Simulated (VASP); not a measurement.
Calculation: LDA (Ceperley-Alder, Perdew-Zunger), VASP's LDA PAW potentials (set 64) (plane waves; VASP 6.6.1).

A VASP calculation is set up with these files.

POSCAR:
```
Fe
1.0
 -1.3304767399   1.3304767399   1.3304767399
  1.3304767399  -1.3304767399   1.3304767399
  1.3304767399   1.3304767399  -1.3304767399
Fe
1
direct
  0.0000000000   0.0000000000   0.0000000000
```

### KPOINTS
```
K-points
0
G
  19 19 19
```

**INCAR**
```
SYSTEM = Fe
PREC = Accurate
ENCUT = 500
EDIFF = 1E-6
NELM = 100
ALGO = Normal
LREAL = .FALSE.
LASPH = .TRUE.
ISMEAR = 1
SIGMA = 0.1
LMAXMIX = 4
ISPIN = 2
MAGMOM = 2.0
LORBIT = 10
LWAVE = .FALSE.
LCHARG = .FALSE.
IBRION = 2
ISIF = 3
NSW = 40
EDIFFG = -0.02
PSTRESS = 300
```

POTCAR, in this order: Fe (LDA.64 set). Program: vasp_std.

Question: What will the output report for the number of irreducible k-points (NKPTS), largest plane-wave count, number of space-group operations, FFT grid (NGX, NGY, NGZ)?

Answer: 
```json
{
  "number of irreducible k-points (NKPTS)": "220",
  "largest_plane_wave_count": "247",
  "number_of_space_group_operations": "48",
  "FFT grid (NGX, NGY, NGZ)": "18 × 18 × 18"
}
```

The compound is Fe in the bcc structure. It was relaxed first under an external pressure of 30 GPa.
